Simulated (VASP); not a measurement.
Output of a VASP run:

**OSZICAR**
```
       N       E                     dE             d eps       ncg     rms          rms(c)
DAV:   1     0.104301612468E+03    0.10430E+03   -0.79070E+03   754   0.146E+03
DAV:   2     0.755264872429E+00   -0.10355E+03   -0.97026E+02   774   0.266E+02
DAV:   3    -0.642593716621E+01   -0.71812E+01   -0.70689E+01  1013   0.827E+01
DAV:   4    -0.665750428467E+01   -0.23157E+00   -0.23140E+00   927   0.129E+01
DAV:   5    -0.666494812458E+01   -0.74438E-02   -0.74435E-02  1073   0.240E+00    0.632E+00
DAV:   6    -0.656990172503E+01    0.95046E-01   -0.56554E+00   767   0.695E+01    0.418E+00
DAV:   7    -0.632297977851E+01    0.24692E+00   -0.12345E+00   844   0.422E+01    0.185E+00
DAV:   8    -0.632623406688E+01   -0.32543E-02   -0.96867E-02  1119   0.647E+00    0.655E-01
DAV:   9    -0.632028086519E+01    0.59532E-02   -0.25507E-02   922   0.500E+00    0.234E-01
DAV:  10    -0.632038697573E+01   -0.10611E-03   -0.97238E-04   889   0.274E-01    0.188E-01
DAV:  11    -0.632027783703E+01    0.10914E-03   -0.67345E-04  1073   0.875E-01    0.386E-02
DAV:  12    -0.632029450818E+01   -0.16671E-04   -0.13003E-04  1145   0.900E-02    0.470E-02
DAV:  13    -0.632029535619E+01   -0.84801E-06   -0.13334E-06   585   0.207E-02
   1 F= -.63202954E+01 E0= -.63202954E+01  d E =-.632030E+01
       N       E                     dE             d eps       ncg     rms          rms(c)
DAV:   1    -0.634926320419E+01   -0.28969E-01   -0.48604E-01   754   0.179E+01    0.133E+00
DAV:   2    -0.633101636450E+01    0.18247E-01   -0.28884E-01   769   0.182E+01    0.544E-01
DAV:   3    -0.632089731720E+01    0.10119E-01   -0.58543E-02   764   0.820E+00    0.242E-01
DAV:   4    -0.631989279087E+01    0.10045E-02   -0.33620E-03  1016   0.697E-01    0.825E-02
DAV:   5    -0.631985020110E+01    0.42590E-04   -0.86594E-05  1095   0.202E-01    0.715E-02
DAV:   6    -0.631981761140E+01    0.32590E-04   -0.30796E-05  1161   0.112E-01    0.144E-02
DAV:   7    -0.631981679356E+01    0.81784E-06   -0.77818E-06  1093   0.703E-02
   2 F= -.63198168E+01 E0= -.63198168E+01  d E =0.478563E-03
       N       E                     dE             d eps       ncg     rms          rms(c)
DAV:   1    -0.633595357478E+01   -0.16136E-01   -0.25071E-01   754   0.128E+01    0.990E-01
DAV:   2    -0.632745412628E+01    0.84994E-02   -0.17110E-01   759   0.132E+01    0.442E-01
DAV:   3    -0.632083002163E+01    0.66241E-02   -0.34974E-02   754   0.668E+00    0.162E-01
DAV:   4    -0.632039530820E+01    0.43471E-03   -0.19168E-03   767   0.281E-01    0.712E-02
DAV:   5    -0.632035047287E+01    0.44835E-04   -0.13395E-04   972   0.365E-01    0.554E-02
DAV:   6    -0.632033829017E+01    0.12183E-04   -0.24381E-05  1101   0.521E-02    0.260E-02
DAV:   7    -0.632033331103E+01    0.49791E-05   -0.10114E-05  1087   0.113E-01    0.334E-03
DAV:   8    -0.632033342213E+01   -0.11109E-06   -0.21080E-06   630   0.111E-02
   3 F= -.63203334E+01 E0= -.63203334E+01  d E =-.380659E-04
```

### OUTCAR
```
------------------------ aborting loop because EDIFF is reached ----------------------------------------
  FORCE on cell =-STRESS in cart. coord.  units (eV):
  Direction    XX          YY          ZZ          XY          YZ          ZX
  --------------------------------------------------------------------------------------
  Total       -0.0153796     -0.0153796     -0.0153796      0.0000000     -0.0000000      0.0000000
  in kB       -0.4693553     -0.4693553     -0.4693553      0.0000000     -0.0000000      0.0000000
  external PRESSURE =      -0.4693553 kB  Pullay stress =       0.0000000 kB
  volume of cell :       52.50
      direct lattice vectors                 reciprocal lattice vectors
    -0.000000000  2.971948063  2.971948063    -0.168239818  0.168239818  0.168239818
     2.971948063 -0.000000000  2.971948063     0.168239818 -0.168239818  0.168239818
     2.971948063  2.971948063  0.000000000     0.168239818  0.168239818 -0.168239818
  FREE ENERGIE OF THE ION-ELECTRON SYSTEM (eV)
  ---------------------------------------------------
  free  energy   TOTEN  =        -6.3203334221 eV

  energy  without entropy=       -6.3203334221  energy(sigma->0) =       -6.32033342

 reached required accuracy - stopping structural energy minimisation
```
(Selected blocks of OUTCAR.)

File POSCAR:
```
CuI
1
   -0.0000000000     2.9690935510     2.9690935510
    2.9690935510    -0.0000000000     2.9690935510
    2.9690935510     2.9690935510     0.0000000000
Cu I
1 1
Direct
  0.0000000000   0.0000000000   0.0000000000
  0.2500000000   0.2500000000   0.2500000000
```

Q: Reconstruct the remaining input files.

A: Several could match; the one computed here: the input of the run itself, PBEsol GGA, plane waves, VASP's PBE PAW potentials (set 64).

INCAR:
```
# general
SYSTEM  = CuI
PREC    = Accurate
ENCUT   = 500
LREAL   = F
LASPH   = T

# electronic loop
EDIFF   = 1E-6
NELM    = 100
ALGO    = Normal
LMAXMIX = 4

# smearing
ISMEAR  = 0
SIGMA   = 0.05

# functional
GGA     = PS

# ions
IBRION  = 2
NSW     = 40
ISIF    = 3
EDIFFG  = -0.02

# output
LWAVE   = F
LCHARG  = F
```

KPOINTS:
```
Automatic mesh
0
Gamma
8 8 8
0 0 0
```

POTCAR, in this order: Cu I (PBE.64 set). Program: vasp_std.

The structure was generated: CuI was put into the zinc blende type (F-43m), which need not be its known phase. This run relaxes it. Symmetry was kept, so distortions that lower it aren't found.
